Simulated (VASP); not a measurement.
The input files of a VASP run:

### INCAR
```
SYSTEM = V
PREC = Accurate
ENCUT = 400
EDIFF = 1E-6
NELM = 60
ALGO = Normal
LREAL = .FALSE.
LASPH = .TRUE.
ISMEAR = 1
SIGMA = 0.1
GGA = PE
LMAXMIX = 4
ISPIN = 2
MAGMOM = 2.0
LORBIT = 10
LWAVE = .FALSE.
LCHARG = .FALSE.
ISIF = 2
IMIX = 1
AMIX = 1.9
BMIX = 0.0001
```

File KPOINTS:
```
Automatic mesh
0
Gamma
11 11 11
0 0 0
```

POSCAR:
```
V
1
    2.4892560000     0.0000000000     0.0000000000
    0.0000000000     2.4892560000     0.0000000000
    0.0000000000     0.0000000000     2.4892560000
V
1
Direct
  0.0000000000   0.0000000000   0.0000000000
```

POTCAR, in this order: V_sv (PBE.64 set). Program: vasp_std.

Question: What happens when VASP runs on this input?

Answer: There is a fault: simple mixing (IMIX = 1) with AMIX above 1 overshoots. VASP stops with an error: internal error in RAD_INT: RHOPS /= RHOAE If you are not a developer, you should not encounter this problem. Please submit a bug report.

**standard output**
```
 POSCAR found type information on POSCAR V
 POSCAR found :  1 types and       1 ions
 Reading from existing POTCAR
 Reading from existing POTCAR
 LDA part: xc-table for (Slater+PW92), standard interpolation
 POSCAR, INCAR and KPOINTS ok, starting setup
 WAVECAR not read
 entering main loop
       N       E                     dE             d eps       ncg     rms          rms(c)
DAV:   1     0.772476874810E+02    0.77248E+02   -0.63028E+03  2483   0.105E+03
DAV:   2    -0.730859480705E+01   -0.84556E+02   -0.81713E+02  2518   0.308E+02
DAV:   3    -0.852773821075E+01   -0.12191E+01   -0.12107E+01  2584   0.440E+01
DAV:   4    -0.853385329567E+01   -0.61151E-02   -0.61149E-02  2596   0.335E+00
DAV:   5    -0.853392103599E+01   -0.67740E-04   -0.67740E-04  2617   0.337E-01    0.168E+01
DAV:   6    -0.179244171685E+02   -0.93905E+01   -0.13793E+02  2494   0.128E+02    0.445E+01
DAV:   7    -0.188239490629E+03   -0.17032E+03   -0.41837E+03  2903   0.617E+02    0.230E+02
DAV:   8     0.986005729615E+03    0.11742E+04   -0.21311E+04  3264   0.238E+03    0.149E+03

 -----------------------------------------------------------------------------
|                     _     ____    _    _    _____     _                     |
|                    | |   |  _ \  | |  | |  / ____|   | |                    |
|                    | |   | |_) | | |  | | | |  __    | |                    |
|                    |_|   |  _ <  | |  | | | | |_ |   |_|                    |
|                     _    | |_) | | |__| | | |__| |    _                     |
|                    (_)   |____/   \____/   \_____|   (_)                    |
|                                                                             |
|                                                                             |
|      internal error in RAD_INT: RHOPS /= RHOAE                              |
|                                                                             |
|     If you are not a developer, you should not encounter this problem.      |
|     Please submit a bug report.                                             |
|                                                                             |
 -----------------------------------------------------------------------------
```

To mend it, remove IMIX, remove AMIX, remove BMIX.

The mended run (PBE GGA, plane waves, VASP's PBE PAW potentials (set 64)) converges, and its OSZICAR ends with
```
   1 F= -.81420271E+01 E0= -.81425966E+01  d E =0.170835E-02  mag=    -0.0000
```

The structure was generated: V was put into the simple-cubic type (Pm-3m), which need not be its known phase. The cell was not relaxed at this level.
